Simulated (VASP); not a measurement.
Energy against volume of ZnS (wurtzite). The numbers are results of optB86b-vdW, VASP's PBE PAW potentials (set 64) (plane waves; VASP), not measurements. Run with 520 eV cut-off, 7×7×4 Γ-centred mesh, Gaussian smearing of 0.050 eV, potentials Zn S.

Shape and ions are relaxed at each volume.

```csv
V (Å³/atom),E (eV/atom)
18.593,-1.17180
19.186,-1.18581
19.780,-1.19019
20.373,-1.18638
```

Q: Fit these four points and predict the energy of the run at 20.966 Å³/atom.

A: A cubic in V^(−2/3), the third-order Birch-Murnaghan form, passes through the four points with V0 = 19.78 Å³/atom and B0 = 73 GPa, and gives -1.1756 eV/atom there. The run gave -1.1756 eV/atom, -0.0 meV/atom from the fit; all five points give B0 = 73 GPa.

The compound is ZnS in the wurtzite structure, the high-temperature form. It was relaxed first.
